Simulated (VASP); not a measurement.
**Bulk modulus of diamond and zinc-blende semiconductors: LDA against PBE**

VASP (plane waves, PAW); cells keep the symmetry of their structure type. Static lattice, from a third-order Birch-Murnaghan fit over five volumes at each level.

Here x stands for PBE B0 and y for LDA B0.

```csv
solid,PBE B0 (GPa),LDA B0 (GPa),cut-off (eV)
HgTe,34.1,47.2,520
Sn,35.2,44.4,520
InP,59.4,71.1,520
BAs,131.9,147.4,520
BP,161.7,175.1,520
GaN,169.8,?,520
```

Q: Fit y against x with a straight line, and predict the withheld value at x = 169.8.

A: With u = x - 84, the rows have u = -49.90, -48.80, -24.60, 47.90, 77.70. Means: u 0.46000, y 97.04. About the means, the sum of products is 14171 and the sum of squares of u is 13807; the slope is their ratio. Least squares gives y = 96.57 + 1.02638·u. Residuals (row less fit): 1.85, -2.08, -0.22, 1.67, -1.22; standard error 2.00 (degrees of freedom: 3). The slope is 1.03 with a standard error of 0.017. At the withheld row, u = 85.80, so y = 96.57 + 1.02638 × 85.80 = 184.63 GPa. The calculation gives 201.3 GPa, 16.67 GPa above the prediction (10.6 % of the range of y in the table). The row lies outside the fitted rows, so this is an extrapolation. From the scatter of the fitted rows alone, a prediction at this place has a standard error of 2.64 GPa, so the miss is 6.3 times that.

Sn is here grey tin, stable below 13 °C. GaN is here a metastable form; wurtzite is the usual one. The rows are a random draw from the solids of this series computed here; series whose standard error about the line passes 12 to 30 % of the range of y, or with no trend, aren't shown in this form.
